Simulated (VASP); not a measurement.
Here is the system:

```
CELL_PARAMETERS angstrom
      1.75097    -3.03276     0.00000
      1.75097     3.03276     0.00000
      0.00000     0.00000     6.01686
ATOMIC_POSITIONS crystal
  Pt 0.00000 0.00000 0.00000
  S  0.33333 0.66667 0.21029
  S  0.66667 0.33333 0.78971
```

Level of theory: PBE GGA, VASP's PBE PAW potentials (set 64) (plane waves; VASP). Run with 480 eV cut-off, 8×8×4 Γ-centred mesh, Gaussian smearing of 0.050 eV, potentials Pt S.

Without a dispersion term in the relaxation, distances and binding between the weakly bound layers, chains or molecules are unreliable, and so is what depends on them.

### Question
Give the stress tensor in GPa (positive for a compressed cell).

### Answer

```
4.09  0.00  0.00
0.00  4.09  0.00
0.00  0.00  0.37
```
The pressure is its mean diagonal, 2.85 GPa.

The compound is PtS2 in the 1T layered structure. This cell was strained or had an atom moved on purpose. Symmetry was kept, so distortions that lower it aren't found.
